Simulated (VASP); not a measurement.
Given:

```yaml
crystal:
  lattice:
    - [1.23388, -2.13714, 0.00000]
    - [1.23388, 2.13714, 0.00000]
    - [0.00000, 0.00000, 6.58548]
  atoms:
    - { symbol: C, position: [0.00000, 0.00000, 0.25000] }
    - { symbol: C, position: [0.00000, 0.00000, 0.75000] }
    - { symbol: C, position: [0.33333, 0.66667, 0.25000] }
    - { symbol: C, position: [0.66667, 0.33333, 0.75000] }
```

Computed with optB86b-vdW, VASP's PBE PAW potentials (set 64) (plane waves; VASP). Settings: 520 eV cut-off, 11×11×4 Γ-centred mesh, tetrahedra with Blöchl corrections, potentials C.

Problem. Predict the energy per atom (σ→0).

Solution. 
- energy per atom (σ→0) = -8.137 eV/atom

The compound is C in the graphite structure. It was relaxed first.
